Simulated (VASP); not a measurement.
Here is the system:

```xyz
2
Lattice="0.0000 1.7816 1.7816 1.7816 0.0000 1.7816 1.7816 1.7816 0.0000" Properties=species:S:1:pos:R:3 pbc="T T T"
C      0.0000     0.0000     0.0000
C      0.8908     0.8908     0.8908
```

Method: r2SCAN meta-GGA, VASP's PBE PAW potentials (set 64) (plane waves; VASP). Numerical set-up: 520 eV cut-off, 14×14×14 Γ-centred mesh, tetrahedra with Blöchl corrections, potentials C.

Q: Give the energies of bands 2 to 7 at the high-symmetry points, in eV from the valence-band maximum.

A: 
```csv
band,Γ,X,U,L,W
2,0.00,-13.61,-12.51,-14.08,-12.83
3,0.00,-6.68,-9.77,-2.98,-8.74
4,0.00,-6.68,-5.69,-2.98,-8.74
5,5.84,5.00,5.97,8.89,11.27
6,5.84,5.00,11.34,8.89,11.27
7,5.84,17.92,15.25,9.17,12.95
```

The gap is indirect, 4.33 eV, from the valence maximum at Γ to the conduction minimum at (0.36, 0.36, 0.00).

The compound is C in the diamond structure. It was relaxed first.
